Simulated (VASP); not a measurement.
The input files of a VASP run:

### KPOINTS
```
Automatic mesh
0
Gamma
13 13 7
0 0 0
```

**POSCAR**
```
Ag
1.0
  2.8168524339   0.0000000000   0.0000000000
 -1.4084262170   2.4394657331   0.0000000000
  0.0000000000   0.0000000000   4.6616233428
Ag
2
Cart
 -0.0000014085   1.6263113019   1.1654058357
  1.4084276254   0.8131544312   3.4962175071
```

**INCAR**
```
# general
SYSTEM  = Ag
PREC    = Accurate
ENCUT   = 400   # plane-wave cut-off (eV)
LREAL   = F
LASPH   = T   # aspherical one-centre terms

# electronic loop
EDIFF   = 1E-6   # SCF stop (eV)
NELM    = 100   # most electronic steps
ALGO    = Normal   # blocked Davidson
LMAXMIX = 4

# smearing
ISMEAR  = 1
SIGMA   = 0.1   # width (eV)

# ions
IBRION  = 2   # conjugate gradients
NSW     = 60   # most ionic steps
ISIF    = 3   # ions, shape and volume
EDIFFG  = -0.01   # ionic stop

# output
LWAVE   = F
LCHARG  = F
```

POTCAR, in this order: Ag (LDA.64 set). Program: vasp_std.

Task: Write an equivalent input for Quantum ESPRESSO's pw.x.

Result: One equivalent input (not run):
```
&CONTROL
  calculation = 'vc-relax'
  pseudo_dir = './pseudo'
  outdir = './out'
  tprnfor = .true.
  tstress = .true.
  nstep = 60
  forc_conv_thr = 0.00039
/
&SYSTEM
  ibrav = 0
  nat = 2
  ntyp = 1
  ecutwfc = 86
  occupations = 'smearing'
  smearing = 'methfessel-paxton'
  degauss = 0.00735
  input_dft = 'pz'
/
&ELECTRONS
  conv_thr = 7.3e-08
  electron_maxstep = 100
/
&IONS
/
&CELL
/
ATOMIC_SPECIES
  Ag 107.868 Ag.upf
CELL_PARAMETERS angstrom
     2.8168524    0.0000000    0.0000000
    -1.4084262    2.4394657   -0.0000000
     0.0000000   -0.0000000    4.6616233
ATOMIC_POSITIONS crystal
  Ag   0.3333330  0.6666670  0.2500000
  Ag   0.6666670  0.3333330  0.7500000
K_POINTS automatic
  13 13 7 0 0 0
```
The two are equivalent in intent, not identical: the potentials are each code's own (VASP's PAW set, PseudoDojo norm-conserving files in pw.x), so ENCUT and ecutwfc are chosen apart and not converted; conv_thr bounds pw.x's estimated SCF error, while EDIFF bounds the energy change between steps; forc_conv_thr acts on force components and is met together with etot_conv_thr.

The structure comes from a computed database's Ag entry (P6_3/mmc); how it stands against other phases isn't given here. This run relaxes it. Symmetry was kept, so distortions that lower it aren't found. The start is the result of an earlier pass.
